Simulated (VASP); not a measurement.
Consider the following.

```
CELL_PARAMETERS angstrom
      0.00000     3.22630     3.22630
      3.22630     0.00000     3.22630
      3.22630     3.22630     0.00000
ATOMIC_POSITIONS crystal
  Ag 0.00000 0.00000 0.00000
  I  0.75000 0.75000 0.75000
```

These are PBE GGA, VASP's PBE PAW potentials (set 64) (plane waves; VASP 6.6.1) values and carry that method's errors. Numerical set-up: 300 eV cut-off, 9×9×9 Γ-centred mesh, Fermi-Dirac smearing of 0.010 eV, potentials Ag I.

Unless said otherwise, spin-orbit coupling is left out, though it shifts the bands of the heavy elements here.

Question: Give the energies of bands 2 to 12 at the high-symmetry points, in eV from the valence-band maximum.

Answer: 
```json
[
 {"band": "2", "Γ": "-4.34", "X": "-4.64", "U": "-4.42", "L": "-4.27", "W": "-4.28"},
 {"band": "3", "Γ": "-4.34", "X": "-3.82", "U": "-3.93", "L": "-4.16", "W": "-4.06"},
 {"band": "4", "Γ": "-4.34", "X": "-3.82", "U": "-3.82", "L": "-4.16", "W": "-3.82"},
 {"band": "5", "Γ": "-3.15", "X": "-3.06", "U": "-3.13", "L": "-3.12", "W": "-3.22"},
 {"band": "6", "Γ": "-3.15", "X": "-3.03", "U": "-3.12", "L": "-3.12", "W": "-2.92"},
 {"band": "7", "Γ": "0.00", "X": "-2.67", "U": "-2.86", "L": "-3.00", "W": "-2.82"},
 {"band": "8", "Γ": "0.00", "X": "-1.85", "U": "-2.07", "L": "-0.75", "W": "-2.23"},
 {"band": "9", "Γ": "0.00", "X": "-1.85", "U": "-1.47", "L": "-0.75", "W": "-1.69"},
 {"band": "10", "Γ": "1.33", "X": "3.56", "U": "3.91", "L": "2.74", "W": "4.80"},
 {"band": "11", "Γ": "5.71", "X": "3.83", "U": "5.00", "L": "6.20", "W": "5.20"},
 {"band": "12", "Γ": "5.71", "X": "8.56", "U": "7.68", "L": "6.20", "W": "6.39"}
]
```

The gap is direct, 1.33 eV, from the valence maximum at Γ to the conduction minimum at Γ.

The structure comes from a computed database's AgI entry; how it stands against other phases isn't given here. The cell was not relaxed at this level.
